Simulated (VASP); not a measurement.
OSZICAR of a VASP run on ZnSe (zinc blende):

### OSZICAR
```
       N       E                     dE             d eps       ncg     rms          rms(c)
DAV:   1     0.888101046932E+02    0.88810E+02   -0.90976E+03   910   0.158E+03
DAV:   2    -0.361476274467E+00   -0.89172E+02   -0.86007E+02   975   0.285E+02
DAV:   3    -0.624645183878E+01   -0.58850E+01   -0.58581E+01  1115   0.718E+01
DAV:   4    -0.630673852979E+01   -0.60287E-01   -0.60270E-01   995   0.777E+00
DAV:   5    -0.630706421443E+01   -0.32568E-03   -0.32568E-03  1075   0.551E-01    0.497E+00
DAV:   6    -0.603570522622E+01    0.27136E+00   -0.69502E-01  1299   0.294E+01    0.375E+00
DAV:   7    -0.601856955927E+01    0.17136E-01   -0.19693E-01   970   0.449E+00    0.157E+00
DAV:   8    -0.601873973197E+01   -0.17017E-03   -0.42839E-03  1134   0.676E-01    0.477E-01
DAV:   9    -0.601898150979E+01   -0.24178E-03   -0.11286E-03  1000   0.301E-01    0.690E-02
DAV:  10    -0.601906672427E+01   -0.85214E-04   -0.13664E-04  1038   0.114E-01    0.181E-02
DAV:  11    -0.601908129574E+01   -0.14571E-04   -0.31369E-05  1028   0.568E-02    0.604E-03
DAV:  12    -0.601908260886E+01   -0.13131E-05   -0.37241E-06  1070   0.196E-02    0.427E-03
DAV:  13    -0.601908260808E+01    0.77762E-09   -0.63902E-07   955   0.892E-03
   1 F= -.65797737E+01 E0= -.65797737E+01  d E =0.000000E+00
```

Question: Which electronic solver shows in the log?

Answer: It is blocked Davidson (ALGO = Normal, or the opening steps of other solvers). The INCAR had ALGO = Normal.

Question: Can the final energy be trusted as converged?

Answer: The run converged. It stopped with EDIFF = 1E-7, NELM = 100 (PBE GGA with D3 dispersion (zero damping), plane waves, VASP's PBE PAW potentials (set 64)).

The compound is ZnSe in the zinc blende structure. It was relaxed first.
